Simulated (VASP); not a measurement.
# MnIn11As12 (a cell with a defect) in VASP: further runs, part 2 of 2

VASP 6.6.1. The steps go on from the part before.

## (5) Single point, PBEsol+U, collinear spin, ferromagnetic start

The input, INCAR:

```
PREC     = Accurate       # precision mode
ENCUT    = 350            # plane-wave cutoff, eV
EDIFF    = 1E-5           # SCF threshold, eV
ISMEAR   = 0              # smearing method
SIGMA    = 0.03           # smearing width, eV
LREAL    = Auto         
LASPH    = T              # aspherical terms in the spheres
NELM     = 120            # most SCF steps
ALGO     = Normal         # electronic algorithm
ISIF     = 2              # what is computed and relaxed
LWAVE    = F              # write WAVECAR
LCHARG   = F              # write CHGCAR
ISPIN    = 2              # spin polarisation
MAGMOM   = 0.4 0 0 0 0 0 0 0 0 0 0 0 0 0 0 0 0 0 0 0 0 0 0 0 # initial moments
LORBIT   = 11             # projections on sites
LMAXMIX  = 4              # l up to which the mixer works
LDAU     = T              # DFT+U
LDAUTYPE = 2            
LDAUL    = 2 -1 -1        # shell
LDAUU    = 3.5 0 0        # U, eV
LDAUJ    = 0 0 0        
LDAUPRINT= 1            
GGA      = PS             # functional
NBANDS   = 130            # bands
```

The input, KPOINTS:

```
Automatic mesh
0
Gamma
  2 2 2
```

The input, POSCAR:

```
MnIn11As12
1.0
    0.0000000000      9.0870000000      9.0870000000
    6.0580000000      0.0000000000      6.0580000000
    6.0580000000      6.0580000000      0.0000000000
Mn In As
1 11 12
Direct
    0.0000000000      0.0000000000      0.0000000000
    0.0000000000      0.0000000000      0.5000000000
    0.0000000000      0.5000000000      0.0000000000
    0.0000000000      0.5000000000      0.5000000000
    0.3333330000      0.0000000000      0.0000000000
    0.3333330000      0.0000000000      0.5000000000
    0.3333330000      0.5000000000      0.0000000000
    0.3333330000      0.5000000000      0.5000000000
    0.6666670000      0.0000000000      0.0000000000
    0.6666670000      0.0000000000      0.5000000000
    0.6666670000      0.5000000000      0.0000000000
    0.6666670000      0.5000000000      0.5000000000
    0.0833333333      0.1250000000      0.1250000000
    0.0833333333      0.1250000000      0.6250000000
    0.0833333333      0.6250000000      0.1250000000
    0.0833333333      0.6250000000      0.6250000000
    0.4166663333      0.1250000000      0.1250000000
    0.4166663333      0.1250000000      0.6250000000
    0.4166663333      0.6250000000      0.1250000000
    0.4166663333      0.6250000000      0.6250000000
    0.7500003333      0.1250000000      0.1250000000
    0.7500003333      0.1250000000      0.6250000000
    0.7500003333      0.6250000000      0.1250000000
    0.7500003333      0.6250000000      0.6250000000
```

Started as:

```console
> cat potpaw_PBE.64/Mn_pv/POTCAR potpaw_PBE.64/In_d/POTCAR potpaw_PBE.64/As/POTCAR > POTCAR
> mpirun -np 1 vasp_std > vasp.out
```

It took 18 min on 1 thread of Intel Xeon Platinum 8559C (Emerald Rapids), shared host; peak memory 0.9 GiB.

Results (log left out):

```yaml
Free_energy: -104.8462 eV
Pressure: 0.3 GPa
Largest_force: 0.531 eV/Å
Band_gap_on_the_k_mesh: none (metal or under the smearing width)
Net_moment: 4.65 μB per cell
Site_moments: Mn +4.43; In +0.01; As -0.06, -0.00, +0.00, +0.01, -0.02 μB
Valence_electrons_inside_the_program's_atomic_spheres: Mn 11.32; In 11.46, 11.47; As 2.79, 2.80, 2.81
```

Forces in eV/Å, atoms in the order of the input:
```
Mn   0.029 -0.026 -0.026
In   0.004 -0.033  0.159
In   0.004  0.159 -0.033
In  -0.155 -0.016 -0.016
In   0.140 -0.077 -0.077
In   0.064 -0.148 -0.049
In   0.064 -0.049 -0.148
In  -0.013 -0.013 -0.013
In   0.168  0.031  0.031
In  -0.065 -0.159  0.068
In  -0.065  0.068 -0.159
In  -0.011 -0.006 -0.006
As  -0.334 -0.279 -0.279
As   0.272  0.363 -0.277
As   0.272 -0.277  0.363
As   0.017 -0.002 -0.002
As  -0.120  0.061  0.061
As   0.024  0.050 -0.018
As   0.024 -0.018  0.050
As  -0.019  0.023  0.023
As  -0.284  0.301  0.301
As  -0.017  0.030 -0.002
As  -0.017 -0.002  0.030
As   0.017  0.018  0.018
```

Stress tensor (GPa, compression positive):
```
 0.34  0.15  0.15
 0.15  0.35 -0.11
 0.15 -0.11  0.35
```

Levels at points of the mesh, in eV from the Fermi level:
Spin up:
| k point | band 108 | band 109 | band 110 | band 111 | band 112 | band 113 |
| --- | --- | --- | --- | --- | --- | --- |
| (0.00, 0.00, 0.00) | -0.32 | -0.03 | 0.34 | 0.41 | 0.42 | 1.07 |
| (0.50, 0.00, 0.00) | -0.15 | -0.15 | 0.25 | 0.26 | 1.05 | 1.13 |
| (0.00, 0.50, 0.00) | -0.42 | -0.42 | -0.06 | -0.01 | 1.30 | 1.53 |
| (0.50, 0.00, 0.50) | -0.87 | -0.54 | -0.53 | -0.12 | 2.32 | 2.34 |
| (0.00, 0.50, 0.50) | -0.85 | -0.43 | -0.38 | 0.00 | 1.77 | 1.90 |
| (0.50, 0.50, 0.50) | -0.61 | -0.54 | -0.28 | -0.15 | 1.91 | 1.99 |
Spin down:
```tsv
k point	band 103	band 104	band 105	band 106	band 107	band 108	band 109	band 110
(0.00, 0.00, 0.00)	-0.59	0.01	0.04	0.04	0.04	1.06	1.15	1.16
(0.50, 0.00, 0.00)	-0.30	-0.30	-0.15	-0.15	1.02	1.14	1.27	1.56
(0.00, 0.50, 0.00)	-0.50	-0.49	-0.39	-0.38	1.29	1.57	2.07	2.18
(0.50, 0.00, 0.50)	-0.87	-0.82	-0.59	-0.56	1.98	2.17	2.28	2.33
(0.00, 0.50, 0.50)	-0.91	-0.72	-0.46	-0.39	1.70	1.89	2.10	2.27
(0.50, 0.50, 0.50)	-0.72	-0.63	-0.54	-0.54	1.75	2.00	2.18	2.25
```

Eigenvalues of the final occupation matrices:
```csv
site,spin,trace,eigenvalues
site 1 d,1,4.60,0.91 0.91 0.92 0.92 0.93
site 1 d,2,0.25,0.01 0.02 0.07 0.08 0.08
```

Caveat: the k mesh is coarse (spacing up to 0.45 Å⁻¹), so the values aren't converged; the PAW data sets were made with another functional, which shifts forces and pressure a little; only a ferromagnetic start was run, and an antiferromagnetic order may lie lower in energy; the U is typed as a test and isn't derived for this compound. The state reached can hang on the start; a lower one may exist.

## (6) Summary

| fixed moment (μB) | cell | k mesh | mesh quality | pressure (GPa) | moment (μB) | largest force (eV/Å) |
| --- | --- | --- | --- | --- | --- | --- |
| 2 | P1, 27.79 Å³/atom | 2 × 3 × 3 | not flagged | 0.6 | 2.00 | 0.14 |
| 4 | P1, 27.79 Å³/atom | 2 × 2 × 2 | coarse | 0.1 | 4.00 | 0.21 |
| - | Cm, 27.79 Å³/atom | 2 × 2 × 2 | coarse | 0.3 | 4.65 | 0.53 |

Some of these runs hold the atoms at other places in the same cell, which the table doesn't show; runs alike in all that it shows share one row.

Alike in all rows: task single point; level PBEsol+U; potentials or basis VASP PAW PBE potentials, release 64 (Mn_pv, In_d, As); spin collinear, ferromagnetic start; Mn d U = 3.5 eV; cutoff (eV) 350; smearing gaussian 0.03 eV.

Caveats: some runs use coarse meshes; the PAW data sets were made with another functional, which shifts forces and pressure a little; only a ferromagnetic start was run, and an antiferromagnetic order may lie lower in energy; the U is typed as a test and isn't derived for this compound; the total moment is fixed, so each spin has its own Fermi level (some runs).

Total energies depend on the potentials used, so only differences within one code and one set of settings carry meaning.
